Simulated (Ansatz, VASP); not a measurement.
# Al2O3 (Corundum) in two plane-wave programs

Aim: how closely do two programs agree when they are given the same cell, functional and k mesh? The cell is taken from a series of runs on this material, whose earlier steps may have relaxed, scaled, displaced or heated it; both programs get it as it stands.

Program: Ansatz 0.2.0. Level of theory: plane waves, with VASP 6.6.1 beside it; zone-centre phonons at PBE with D3(BJ). Results are calculated unless marked as measured.

## (1) Starting point

The structure is trigonal, space group R-3c (No. 167). Conventional cell: a = 4.802 Å, b = 4.802 Å, c = 13.105 Å, α = 90.00°, β = 90.00°, γ = 120.00°. Al has 6 O at 1.87 to 1.99 Å nearest. Nearest to O lie 4 Al at 1.87 to 1.99 Å. Farther neighbours and most contacts between anions are not listed.

As a file:

```
Al O
1.0
     2.40098    1.38621    4.36823
    -2.40098    1.38621    4.36823
     0.00000   -2.77241    4.36823
Al O
4 6
Direct
  0.35211 0.35211 0.35211
  0.14789 0.14789 0.14789
  0.64789 0.64789 0.64789
  0.85211 0.85211 0.85211
  0.55625 0.94375 0.25000
  0.25000 0.55625 0.94375
  0.94375 0.25000 0.55625
  0.44375 0.05625 0.75000
  0.75000 0.44375 0.05625
  0.05625 0.75000 0.44375
```

## (2) VASP: zone-centre phonons, PBE with D3(BJ)

Second derivatives magnify differences that forces hide, and they need a tight electronic threshold.

Lines of VASP's logs that name or quote its potential files are left out, and so is its time.

Contents of INCAR:

```
SYSTEM = Al2O3
PREC = Accurate
ENCUT = 600
EDIFF = 1E-08
NELM = 120
ISMEAR = 0
SIGMA = 0.01
LREAL = .FALSE.
ALGO = Normal
GGA = PE
IVDW = 12
NBANDS = 34
LORBIT = 11
LWAVE = .FALSE.
LCHARG = .FALSE.
ISIF = 2
IBRION = 6
NFREE = 2
POTIM = 0.015
NSW = 1
LASPH = .TRUE.
GGA_COMPAT = .FALSE.
EFERMI = MIDGAP
KPAR = 2
```

Contents of POSCAR:

```
Al2O3
1.0
    2.4009794159      1.3862061121      4.3682324700
   -2.4009794159      1.3862061121      4.3682324700
    0.0000000000     -2.7724122242      4.3682324700
Al O
4 6
Direct
    0.3521080823      0.3521080823      0.3521080823
    0.1478919177      0.1478919177      0.1478919177
    0.6478919177      0.6478919177      0.6478919177
    0.8521080823      0.8521080823      0.8521080823
    0.5562502309      0.9437497691      0.2500000000
    0.2500000000      0.5562502309      0.9437497691
    0.9437497691      0.2500000000      0.5562502309
    0.4437497691      0.0562502309      0.7500000000
    0.7500000000      0.4437497691      0.0562502309
    0.0562502309      0.7500000000      0.4437497691
```

Contents of KPOINTS:

```
Automatic mesh
0
Gamma
6 6 6
0 0 0
```

The projector-augmented-wave data sets are Al and O (PBE family, release 64).

Launch:

```sh
$ mpirun -np 2 vasp_std
```

Numbers of over 12 decimals in the logs are rounded to 6 here.

Log:

```text
[banner, memory and clock lines left out]
running    2 mpi-ranks, on    1 nodes
 distrk:  each k-point on    1 cores,    2 groups
 distr:  one band on    1 cores,    1 groups

 POSCAR found type information on POSCAR AlO
 POSCAR found :  2 types and      10 ions
 LDA part: xc-table for (Slater+PW92), standard interpolation
 POSCAR, INCAR and KPOINTS ok, starting setup
 FFT: planning ... GRIDC
 FFT: planning ... GRID_SOFT
 FFT: planning ... GRID
 WAVECAR not read
 entering main loop
       N       E                     dE             d eps       ncg     rms          rms(c)
DAV:   1     0.251875890724E+03    0.25188E+03   -0.27658E+04  2176   0.151E+03
DAV:   2    -0.684626632664E+02   -0.32034E+03   -0.30899E+03  2806   0.305E+02
DAV:   3    -0.826864756198E+02   -0.14224E+02   -0.14172E+02  2796   0.659E+01
DAV:   4    -0.828026966307E+02   -0.11622E+00   -0.11615E+00  2688   0.682E+00
DAV:   5    -0.828041139279E+02   -0.14173E-02   -0.14171E-02  2762   0.760E-01    0.174E+01
DAV:   6    -0.747659011149E+02    0.80382E+01   -0.29845E+01  2644   0.292E+01    0.593E+00
DAV:   7    -0.748094618438E+02   -0.43561E-01   -0.83979E-01  2622   0.460E+00    0.327E+00
DAV:   8    -0.748264278853E+02   -0.16966E-01   -0.88967E-02  2662   0.233E+00    0.684E-01
DAV:   9    -0.748303612799E+02   -0.39334E-02   -0.21577E-02  2790   0.807E-01    0.311E-01
DAV:  10    -0.748310345206E+02   -0.67324E-03   -0.84301E-04  2466   0.177E-01    0.726E-02
DAV:  11    -0.748309921354E+02    0.42385E-04   -0.38687E-04  2720   0.112E-01    0.226E-02
DAV:  12    -0.748309951405E+02   -0.30051E-05   -0.22977E-05  2532   0.290E-02    0.617E-03
DAV:  13    -0.748309945333E+02    0.60714E-06   -0.40925E-06  2724   0.112E-02    0.125E-03
DAV:  14    -0.748309944110E+02    0.12236E-06   -0.19193E-07  2464   0.270E-03    0.701E-04
DAV:  15    -0.748309944875E+02   -0.76511E-07   -0.84750E-09  2008   0.637E-04    0.313E-04
DAV:  16    -0.748309945259E+02   -0.38467E-07   -0.11370E-09  1456   0.210E-04    0.540E-05
DAV:  17    -0.748309945245E+02    0.14293E-08   -0.61228E-10  1298   0.136E-04
   1 F= -.77136872E+02 E0= -.77136872E+02  d E =0.000000E+00
[... from here on, the cycles between the ionic steps are left out ...]
   2 F= -.77134815E+02 E0= -.77134815E+02  d E =0.000000E+00
   3 F= -.77134786E+02 E0= -.77134786E+02  d E =0.000000E+00
   4 F= -.77135070E+02 E0= -.77135070E+02  d E =0.000000E+00
   5 F= -.77134809E+02 E0= -.77134809E+02  d E =0.000000E+00
   6 F= -.77134994E+02 E0= -.77134994E+02  d E =0.000000E+00
   7 F= -.77134950E+02 E0= -.77134950E+02  d E =0.000000E+00
   8 F= -.77134883E+02 E0= -.77134883E+02  d E =0.000000E+00
   9 F= -.77134883E+02 E0= -.77134883E+02  d E =0.000000E+00
  10 F= -.77135221E+02 E0= -.77135221E+02  d E =0.000000E+00
 Finite differences progress:
  Degree of freedom:   5/  5
  Displacement:        1/  2
  Total:               9/ 10
 bond charge predicted
       N       E                     dE             d eps       ncg     rms          rms(c)
DAV:   1    -0.748291101893E+02    0.23379E-03   -0.30569E+00  7736   0.997E+00    0.252E-01
DAV:   2    -0.748301394389E+02   -0.10292E-02   -0.31950E-02  9756   0.105E+00    0.137E-01
DAV:   3    -0.748293139191E+02    0.82552E-03   -0.20329E-03  9736   0.318E-01    0.343E-02
DAV:   4    -0.748293439340E+02   -0.30015E-04   -0.41439E-04  9484   0.111E-01    0.213E-02
DAV:   5    -0.748293437589E+02    0.17504E-06   -0.79059E-06  9590   0.190E-02    0.887E-03
DAV:   6    -0.748293439309E+02   -0.17192E-06   -0.14504E-06  9396   0.954E-03    0.154E-03
DAV:   7    -0.748293439816E+02   -0.50725E-07   -0.29673E-07  9500   0.341E-03    0.870E-04
DAV:   8    -0.748293439781E+02    0.34679E-08   -0.43819E-08  8806   0.183E-03
  11 F= -.77135221E+02 E0= -.77135221E+02  d E =0.000000E+00
 Finite differences progress:
  Degree of freedom:   5/  5
  Displacement:        2/  2
  Total:              10/ 10
```

From OUTCAR (step 2):

```text
ion  position               nearest neighbor table
   1  0.352  0.352  0.352-  10 1.87   8 1.87   9 1.87   5 1.99   7 1.99   6 1.99   2 2.68   3 2.82
                             3 2.82   3 2.82   2 3.25   2 3.25   2 3.25
   2  0.148  0.148  0.148-   9 1.87   8 1.87  10 1.87   5 1.99   7 1.99   6 1.99   1 2.68   4 2.82
                             4 2.82   4 2.82   1 3.25   1 3.25   1 3.25
   3  0.648  0.648  0.648-   7 1.87   5 1.87   6 1.87   8 1.99   9 1.99  10 1.99   4 2.68   1 2.82
                             1 2.82   1 2.82   4 3.25   4 3.25   4 3.25
   4  0.852  0.852  0.852-   6 1.87   5 1.87   7 1.87   8 1.99   9 1.99  10 1.99   3 2.68   2 2.82
                             2 2.82   2 2.82   3 3.25   3 3.25   3 3.25
   5  0.556  0.944  0.250-   3 1.87   4 1.87   1 1.99   2 1.99
   6  0.250  0.556  0.944-   4 1.87   3 1.87   1 1.99   2 1.99
   7  0.944  0.250  0.556-   3 1.87   4 1.87   1 1.99   2 1.99
   8  0.444  0.056  0.750-   1 1.87   2 1.87   3 1.99   4 1.99
   9  0.750  0.444  0.056-   2 1.87   1 1.87   3 1.99   4 1.99
  10  0.056  0.750  0.444-   1 1.87   2 1.87   3 1.99   4 1.99

  LATTYP: Found a trigonal (rhomboedric) cell.
 ALAT       =     5.1737534202
 COS(alpha) =     0.5692796251

 Subroutine GETGRP returns: Found 12 space group operations
 (whereof  6 operations were pure point group operations)

The static configuration has the point symmetry S_6 .
 The point group associated with its full space group is D_3d.

 Found     32 irreducible k-points:

   k-points           NKPTS =     32   k-points in BZ     NKDIM =     32   number of bands    NBANDS=     34

   dimension x,y,z NGX =    42 NGY =   42 NGZ =   42
   dimension x,y,z NGXF=    84 NGYF=   84 NGZF=   84

   ENCUT  =  600.0 eV  44.10 Ry    6.64 a.u.  10.33 10.33 10.33*2*pi/ulx,y,z

   NELECT =      48.0000    total number of electrons

 k-points in reciprocal lattice and weights: Automatic mesh
   0.00000000  0.00000000  0.00000000       0.005
   0.16666667  0.00000000  0.00000000       0.028
   0.33333333 -0.00000000  0.00000000       0.028
   0.50000000  0.00000000  0.00000000       0.014
   0.16666667  0.16666667  0.00000000       0.028
   0.33333333  0.16666667  0.00000000       0.056
   0.50000000  0.16666667  0.00000000       0.056
  -0.33333333  0.16666667 -0.00000000       0.056
  -0.16666667  0.16666667  0.00000000       0.028
[...]
-0.33333333  0.50000000  0.33333333       0.028
   0.50000000  0.50000000  0.50000000       0.005

 Edisp (eV)   -2.30588

 average (electrostatic) potential at core
       1 -71.8631       2 -71.8375       3 -71.8622       4 -71.8386       5 -67.3196
       6 -67.3200       7 -67.3195       8 -67.3195       9 -67.3186      10 -67.3205

 E-fermi :   8.7960

 k-point     1 :       0.0000    0.0000    0.0000
  band No.  band energies     occupation
    ...
     20       5.3767      2.00000
     21       5.3866      2.00000
     22       5.8086      2.00000
     23       5.8125      2.00000
     24       5.8468      2.00000
     25      11.7452      0.00000
     26      14.7820      0.00000
     27      16.2628      0.00000
     28      17.1387      0.00000
     29      17.1516      0.00000
    ...

 k-point     2 :       0.1667    0.0000    0.0000
  band No.  band energies     occupation
    ...
     20       5.0034      2.00000
     21       5.1958      2.00000
     22       5.5142      2.00000
     23       5.7766      2.00000
     24       5.8061      2.00000
     25      12.3800      0.00000
     26      15.2799      0.00000
     27      15.8649      0.00000
     28      16.8193      0.00000
     29      16.8630      0.00000
    ...

 k-point     3 :       0.3333   -0.0000    0.0000
  band No.  band energies     occupation
    ...
     20       4.5170      2.00000
     21       5.0393      2.00000
     22       5.3221      2.00000
     23       5.6388      2.00000
     24       5.6799      2.00000
     25      13.6966      0.00000
[...]
total drift:                               -0.000079     -0.000051     -0.000020

  FREE ENERGIE OF THE ION-ELECTRON SYSTEM (eV)
  ---------------------------------------------------
  free  energy   TOTEN  =       -77.1352209051 eV

  energy  without entropy=      -77.1352209051  energy(sigma->0) =      -77.13522091

 Eigenvectors and eigenvalues of the dynamical matrix
 ----------------------------------------------------

   1 f  =   21.687070 THz   136.263881 2PiTHz  723.402795 cm-1    89.690475 meV
             X         Y         Z           dx          dy          dz
      0.000000  0.000000  4.614270    -0.000000    0.000000   -0.061333
      0.000000  0.000000  1.938079     0.000000    0.000000   -0.061333
      0.000000  0.000000  8.490428     0.000000   -0.000000    0.061333
      0.000000  0.000000 11.166619    -0.000000   -0.000000    0.061333
     -0.930378  1.386206  7.644407    -0.000000    0.227839   -0.335035
     -0.735301 -1.498834  7.644407    -0.197314   -0.113920   -0.335035
      1.665679  0.112628  7.644407     0.197314   -0.113920   -0.335035
      0.930378 -1.386206  5.460291     0.000000   -0.227839    0.335035
      0.735301  1.498834  5.460291     0.197314    0.113920    0.335035
     -1.665679 -0.112628  5.460291    -0.197314    0.113920    0.335035

   2 f  =   21.597561 THz   135.701480 2PiTHz  720.417101 cm-1    89.320297 meV
             X         Y         Z           dx          dy          dz
      0.000000  0.000000  4.614270    -0.079521    0.064684    0.000000
      0.000000  0.000000  1.938079     0.079595    0.064593    0.000000
      0.000000  0.000000  8.490428     0.079521   -0.064684   -0.000000
      0.000000  0.000000 11.166619    -0.079595   -0.064593   -0.000000
     -0.930378  1.386206  7.644407    -0.000109    0.412334   -0.336364
     -0.735301 -1.498834  7.644407     0.261040   -0.039390    0.168349
      1.665679  0.112628  7.644407    -0.260739   -0.039690    0.168015
      0.930378 -1.386206  5.460291     0.000109   -0.412334    0.336364
      0.735301  1.498834  5.460291    -0.261040    0.039390   -0.168349
     -1.665679 -0.112628  5.460291     0.260739    0.039690   -0.168015

   3 f  =   21.597561 THz   135.701480 2PiTHz  720.417101 cm-1    89.320297 meV
             X         Y         Z           dx          dy          dz
      0.000000  0.000000  4.614270     0.064684    0.079521    0.000000
      0.000000  0.000000  1.938079     0.064593   -0.079595   -0.000000
      0.000000  0.000000  8.490428    -0.064684   -0.079521   -0.000000
      0.000000  0.000000 11.166619    -0.064593    0.079595    0.000000
     -0.930378  1.386206  7.644407    -0.190165   -0.000237    0.000193
     -0.735301 -1.498834  7.644407     0.261560    0.260912    0.291204
      1.665679  0.112628  7.644407     0.261859   -0.260867   -0.291397
      0.930378 -1.386206  5.460291     0.190165    0.000237   -0.000193
      0.735301  1.498834  5.460291    -0.261560   -0.260912   -0.291204
     -1.665679 -0.112628  5.460291    -0.261859    0.260867    0.291397

   4 f  =   19.996254 THz   125.640168 2PiTHz  667.003232 cm-1    82.697824 meV
             X         Y         Z           dx          dy          dz
      0.000000  0.000000  4.614270    -0.000000   -0.000000   -0.195385
      0.000000  0.000000  1.938079    -0.000000    0.000000    0.195385
      0.000000  0.000000  8.490428    -0.000000   -0.000000   -0.195385
      0.000000  0.000000 11.166619    -0.000000    0.000000    0.195385
     -0.930378  1.386206  7.644407     0.375788    0.000000    0.000000
     -0.735301 -1.498834  7.644407    -0.187894    0.325442   -0.000000
      1.665679  0.112628  7.644407    -0.187894   -0.325442    0.000000
      0.930378 -1.386206  5.460291     0.375788   -0.000000   -0.000000
      0.735301  1.498834  5.460291    -0.187894    0.325442   -0.000000
     -1.665679 -0.112628  5.460291    -0.187894   -0.325442    0.000000

   5 f  =   18.442894 THz   115.880122 2PiTHz  615.188735 cm-1    76.273648 meV
             X         Y         Z           dx          dy          dz
      0.000000  0.000000  4.614270     0.000000    0.000000   -0.073800
      0.000000  0.000000  1.938079     0.000000   -0.000000    0.073800
      0.000000  0.000000  8.490428    -0.000000   -0.000000    0.073800
      0.000000  0.000000 11.166619    -0.000000    0.000000   -0.073800
     -0.930378  1.386206  7.644407    -0.403777    0.000000    0.000000
     -0.735301 -1.498834  7.644407     0.201888   -0.349681    0.000000
      1.665679  0.112628  7.644407     0.201888    0.349681   -0.000000
      0.930378 -1.386206  5.460291     0.403777    0.000000   -0.000000
      0.735301  1.498834  5.460291    -0.201888    0.349681   -0.000000
     -1.665679 -0.112628  5.460291    -0.201888   -0.349681    0.000000

   6 f  =   18.206784 THz   114.396595 2PiTHz  607.312931 cm-1    75.297173 meV
             X         Y         Z           dx          dy          dz
      0.000000  0.000000  4.614270    -0.091669    0.082363   -0.000000
      0.000000  0.000000  1.938079     0.091674    0.082358   -0.000000
      0.000000  0.000000  8.490428    -0.091669    0.082363   -0.000000
      0.000000  0.000000 11.166619     0.091674    0.082358   -0.000000
     -0.930378  1.386206  7.644407     0.000009   -0.460507    0.004992
     -0.735301 -1.498834  7.644407    -0.337022    0.123209   -0.002496
      1.665679  0.112628  7.644407     0.337006    0.123228   -0.002496
      0.930378 -1.386206  5.460291     0.000009   -0.460507    0.004992
      0.735301  1.498834  5.460291    -0.337022    0.123209   -0.002496
     -1.665679 -0.112628  5.460291     0.337006    0.123228   -0.002496

   7 f  =   18.206784 THz   114.396595 2PiTHz  607.312931 cm-1    75.297173 meV
             X         Y         Z           dx          dy          dz
      0.000000  0.000000  4.614270    -0.082363   -0.091669    0.000000
      0.000000  0.000000  1.938079    -0.082358    0.091674   -0.000000
      0.000000  0.000000  8.490428    -0.082363   -0.091669    0.000000
      0.000000  0.000000 11.166619    -0.082358    0.091674   -0.000000
     -0.930378  1.386206  7.644407    -0.317794   -0.000013    0.000000
     -0.735301 -1.498834  7.644407     0.265922    0.337017    0.004323
      1.665679  0.112628  7.644407     0.265941   -0.337010   -0.004323
      0.930378 -1.386206  5.460291    -0.317794   -0.000013    0.000000
      0.735301  1.498834  5.460291     0.265922    0.337017    0.004323
     -1.665679 -0.112628  5.460291     0.265941   -0.337010   -0.004323

   8 f  =   17.383363 THz   109.222892 2PiTHz  579.846578 cm-1    71.891781 meV
             X         Y         Z           dx          dy          dz
      0.000000  0.000000  4.614270     0.000000    0.000000    0.460244
      0.000000  0.000000  1.938079     0.000000   -0.000000   -0.460244
      0.000000  0.000000  8.490428     0.000000    0.000000    0.460244
      0.000000  0.000000 11.166619     0.000000   -0.000000   -0.460244
     -0.930378  1.386206  7.644407     0.159532   -0.000000    0.000000
     -0.735301 -1.498834  7.644407    -0.079766    0.138158   -0.000000
      1.665679  0.112628  7.644407    -0.079766   -0.138158    0.000000
      0.930378 -1.386206  5.460291     0.159532   -0.000000   -0.000000
      0.735301  1.498834  5.460291    -0.079766    0.138158   -0.000000
     -1.665679 -0.112628  5.460291    -0.079766   -0.138158    0.000000

   9 f  =   16.690768 THz   104.871189 2PiTHz  556.744097 cm-1    69.027439 meV
             X         Y         Z           dx          dy          dz
      0.000000  0.000000  4.614270    -0.000000    0.000000    0.164348
      0.000000  0.000000  1.938079     0.000000    0.000000    0.164348
      0.000000  0.000000  8.490428    -0.000000    0.000000    0.164348
      0.000000  0.000000 11.166619     0.000000    0.000000    0.164348
     -0.930378  1.386206  7.644407    -0.000000    0.358360   -0.142259
     -0.735301 -1.498834  7.644407    -0.310349   -0.179180   -0.142259
      1.665679  0.112628  7.644407     0.310349   -0.179180   -0.142259
      0.930378 -1.386206  5.460291     0.000000    0.358360   -0.142259
      0.735301  1.498834  5.460291    -0.310349   -0.179180   -0.142259
     -1.665679 -0.112628  5.460291     0.310349   -0.179180   -0.142259
    [... 270 further lines ...]
      0.930378 -1.386206  5.460291    -0.244486    0.136820   -0.000022
      0.735301  1.498834  5.460291    -0.244447    0.136885   -0.000023
     -1.665679 -0.112628  5.460291    -0.244410    0.136819    0.000045

 ELASTIC MODULI CONTR FROM IONIC RELAXATION (kBar)
 Direction    XX          YY          ZZ          XY          YZ          ZX
 --------------------------------------------------------------------------------
 XX        -345.1517    153.5198    124.4764     -0.0000    127.9065      0.0000
 YY         153.5198   -345.1517    124.4764      0.0000   -127.9065     -0.0000
 ZZ         124.4764    124.4764   -177.7549      0.0000     -0.0000     -0.0000
 XY          -0.0000      0.0000      0.0000   -249.3358      0.0000    127.9066
 YZ         127.9065   -127.9065     -0.0000      0.0000   -142.7862     -0.0000
 ZX           0.0000     -0.0000     -0.0000    127.9066     -0.0000   -142.7862
 --------------------------------------------------------------------------------

 total charge
# of ion       s       p       d       tot
------------------------------------------
    1        0.307   0.388   0.000   0.695
    2        0.307   0.388   0.000   0.695
    3        0.307   0.388   0.000   0.695
    4        0.307   0.388   0.000   0.695
    5        1.543   3.630   0.000   5.173
    6        1.543   3.630   0.000   5.173
    7        1.543   3.630   0.000   5.173
    8        1.543   3.630   0.000   5.173
    9        1.543   3.630   0.000   5.173
   10        1.543   3.630   0.000   5.173
--------------------------------------------------
tot         10.489  23.332   0.000  33.821
```

Levels, forces or a CONTCAR printed for this step are those of its last displaced cell, not of the structure at rest.

[end of part 1 of 2]

[Lines on the potential files, build, host, timing and source positions are cut from VASP's logs without a mark.]

[Logs are printed without paths, hosts, clocks, repeated set-up lines and the standing remarks that a program may print on its own settings, such as how far it seeks lower states.]

[Hosts, paths, dates, database ids (printed as entryN), source tags and the programs' standing remarks are cut or masked in the printed files.]
